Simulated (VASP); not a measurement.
Method: PW91 GGA, VASP's PBE PAW potentials (set 64) (plane waves; VASP).

VASP input:

KPOINTS:
```
Automatic mesh
0
Gamma
12 12 7
0 0 0
```

### INCAR
```
ALGO = Normal
EDIFF = 1E-7
EDIFFG = -0.01
ENCUT = 520
GGA = 91
IBRION = 2
ISIF = 4
ISMEAR = 1
LASPH = .TRUE.
LCHARG = .FALSE.
LMAXMIX = 6
LREAL = .FALSE.
LWAVE = .FALSE.
NELM = 100
NSW = 30
PREC = Accurate
SIGMA = 0.1
SYSTEM = Tm
```

**POSCAR**
```
Tm
1
    1.7773936637    -3.0785362020     0.0000000000
    1.7773936637     3.0785362020     0.0000000000
    0.0000000000     0.0000000000     5.5022713681
Tm
2
Direct
  0.3333330000   0.6666670000   0.2500000000
  0.6666670000   0.3333330000   0.7500000000
```

POTCAR, in this order: Tm_3 (PBE.64 set). Program: vasp_std.

Output

File OSZICAR:
```
       N       E                     dE             d eps       ncg     rms          rms(c)
DAV:   1     0.632620823217E+02    0.63262E+02   -0.84554E+03  1976   0.130E+03
DAV:   2    -0.455468390156E+01   -0.67817E+02   -0.66844E+02  2050   0.395E+02
DAV:   3    -0.882277931125E+01   -0.42681E+01   -0.39808E+01  3279   0.604E+01
DAV:   4    -0.894905526363E+01   -0.12628E+00   -0.12344E+00  3189   0.830E+00
DAV:   5    -0.895077659639E+01   -0.17213E-02   -0.17173E-02  2804   0.819E-01    0.235E+01
DAV:   6    -0.894644364282E+01    0.43330E-02   -0.37271E-02  3151   0.225E+00    0.140E+01
DAV:   7    -0.896098444202E+01   -0.14541E-01   -0.67459E-02  3020   0.299E+00    0.395E-01
DAV:   8    -0.896068820812E+01    0.29623E-03   -0.42423E-03  2581   0.596E-01    0.630E-02
DAV:   9    -0.896071537698E+01   -0.27169E-04   -0.27714E-04  3276   0.176E-01    0.324E-02
DAV:  10    -0.896070894315E+01    0.64338E-05   -0.34555E-05  2863   0.540E-02    0.482E-02
DAV:  11    -0.896071017379E+01   -0.12306E-05   -0.45778E-06  2530   0.205E-02    0.257E-03
DAV:  12    -0.896071043497E+01   -0.26118E-06   -0.40999E-07  2195   0.667E-03    0.652E-04
DAV:  13    -0.896071043398E+01    0.99317E-09   -0.27779E-08  1478   0.211E-03
   1 F= -.89607104E+01 E0= -.89598943E+01  d E =-.896071E+01
       N       E                     dE             d eps       ncg     rms          rms(c)
DAV:   1    -0.896101602483E+01   -0.30559E-03   -0.96009E-03  2151   0.773E-01    0.750E-02
DAV:   2    -0.896088378151E+01    0.13224E-03   -0.35133E-04  2979   0.247E-01    0.435E-02
DAV:   3    -0.896081198720E+01    0.71794E-04   -0.76896E-05  3009   0.844E-02    0.227E-02
DAV:   4    -0.896081229775E+01   -0.31054E-06   -0.12826E-05  2876   0.292E-02    0.927E-03
DAV:   5    -0.896081218165E+01    0.11610E-06   -0.37736E-07  2069   0.691E-03    0.711E-04
DAV:   6    -0.896081216615E+01    0.15497E-07   -0.69187E-08  1336   0.284E-03
   2 F= -.89608122E+01 E0= -.89600384E+01  d E =-.101732E-03
       N       E                     dE             d eps       ncg     rms          rms(c)
DAV:   1    -0.896091437014E+01   -0.10219E-03   -0.39413E-03  2131   0.495E-01    0.480E-02
DAV:   2    -0.896086016527E+01    0.54205E-04   -0.14442E-04  2951   0.158E-01    0.278E-02
DAV:   3    -0.896083064254E+01    0.29523E-04   -0.31749E-05  3004   0.543E-02    0.145E-02
DAV:   4    -0.896083078692E+01   -0.14438E-06   -0.52870E-06  2830   0.187E-02    0.593E-03
DAV:   5    -0.896083073215E+01    0.54771E-07   -0.12285E-07  1342   0.446E-03
   3 F= -.89608307E+01 E0= -.89600849E+01  d E =-.120298E-03
```

File OUTCAR:
```
------------------------ aborting loop because EDIFF is reached ----------------------------------------
  FORCE on cell =-STRESS in cart. coord.  units (eV):
  Direction    XX          YY          ZZ          XY          YZ          ZX
  --------------------------------------------------------------------------------------
  Total        0.0756321      0.0756321      0.0774860     -0.0000000      0.0000000      0.0000000
  in kB        2.0124126      2.0124127      2.0617400     -0.0000000      0.0000000      0.0000000
  external PRESSURE =       2.0288551 kB  Pullay stress =       0.0000000 kB
  volume of cell :       60.21
      direct lattice vectors                 reciprocal lattice vectors
     1.775161220 -3.074669497 -0.000000000     0.281664558 -0.162619104  0.000000000
     1.775161220  3.074669497  0.000000000     0.281664558  0.162619104  0.000000000
    -0.000000000  0.000000000  5.516119386     0.000000000 -0.000000000  0.181286867
 POSITION                                       TOTAL-FORCE (eV/Angst)
 -----------------------------------------------------------------------------------
      1.77516      1.02489      1.37903        -0.000000      0.000000      0.000000
      1.77516     -1.02489      4.13709         0.000000     -0.000000      0.000000
 -----------------------------------------------------------------------------------
    total drift:                                0.000000      0.000070     -0.000012
  FREE ENERGIE OF THE ION-ELECTRON SYSTEM (eV)
  ---------------------------------------------------
  free  energy   TOTEN  =        -8.9608307321 eV

  energy  without entropy=       -8.9585931084  energy(sigma->0) =       -8.96008486

 reached required accuracy - stopping structural energy minimisation
```
(Selected blocks of OUTCAR.)

**CONTCAR**
```
Tm
   1.00000000000000
     1.7751612203845482   -3.0746694969288582   -0.0000000000000000
     1.7751612203845482    3.0746694969288582    0.0000000000000000
    -0.0000000000000000    0.0000000000000000    5.5161193862329636
  Tm
     2
Direct
     0.3333330000000032    0.6666669999999968    0.2500000000000000
     0.6666669999999968    0.3333330000000032    0.7500000000000000
```

OUTCAR:
```
 val. band max:        2.8801076605   @ k =   0.2500   0.2500   0.2857

 cond. band min:       2.8886278120   @ k =   0.3333   0.1667   0.4286


 Fermi energy:         2.8815319401

 k-point     1 :       0.0000    0.0000    0.0000
  band No.  band energies     occupation
      1     -22.6892      2.00000
      2     -22.2042      2.00000
      3     -22.2042      2.00000
      4     -22.1054      2.00000
      5     -22.1054      2.00000
      6     -22.0576      2.00000
      7      -2.7681      2.00000
      8       0.5901      2.00000
      9       3.8927     -0.00000
     10       4.8704     -0.00000
     11       4.8704     -0.00000
     12       5.3373      0.00000
     13       5.6062      0.00000

 k-point     2 :       0.0833   -0.0000    0.0000
  band No.  band energies     occupation
      1     -22.6764      2.00000
      2     -22.2291      2.00000
      3     -22.2129      2.00000
      4     -22.1319      2.00000
      5     -22.1085      2.00000
      6     -22.0641      2.00000
      7      -2.6028      2.00000
      8       0.7534      2.00000
      9       3.7299     -0.00000
     10       4.4666     -0.00000
     11       5.0270      0.00000
     12       5.3936      0.00000
     13       5.6374      0.00000

 k-point     3 :       0.1667   -0.0000    0.0000
  band No.  band energies     occupation
      1     -22.6399      2.00000
      2     -22.2971      2.00000
      3     -22.2360      2.00000
      4     -22.2026      2.00000
      5     -22.1177      2.00000
      6     -22.0833      2.00000
      7      -2.1271      2.00000
      8       1.1963      2.00000
      9       3.3196     -0.00000
     10       3.8347     -0.00000
     11       4.9310      0.00000
     12       5.4204      0.00000
     13       5.5055      0.00000

 k-point     4 :       0.2500    0.0000    0.0000
  band No.  band energies     occupation
      1     -22.5846      2.00000
      2     -22.3906      2.00000
      3     -22.2953      2.00000
...
```

The 4f electrons are frozen in the core of the lanthanide potential, so 4f levels, which can set the real gap, and their magnetism are missing.

The compound is Tm in the hcp structure. This run relaxes it. Symmetry was kept, so distortions that lower it aren't found.
